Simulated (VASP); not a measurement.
Consider the following.

```yaml
crystal:
  lattice:
    - [0.00000, 1.99705, 1.99705]
    - [1.99705, 0.00000, 1.99705]
    - [1.99705, 1.99705, 0.00000]
  atoms:
    - { symbol: Li, position: [0.00000, 0.00000, 0.00000] }
    - { symbol: H, position: [0.50000, 0.50000, 0.50000] }
```

Level of theory: r2SCAN meta-GGA, VASP's PBE PAW potentials (set 64) (plane waves; VASP). Run with 520 eV cut-off, 13×13×13 Γ-centred mesh, tetrahedra with Blöchl corrections, potentials Li_sv H.

Problem. Estimate the energy per atom (σ→0), band gap (over mesh and band path) with the smallest direct gap where there is one.

Solution. 
The band gap (over mesh and band path) is 3.58 eV. The smallest direct gap (over mesh and band path) is 3.58 eV and the energy per atom (σ→0) comes out as -3.409 eV/atom.

The compound is LiH in the rock salt structure. It was relaxed first, which changed the volume by -6 %.
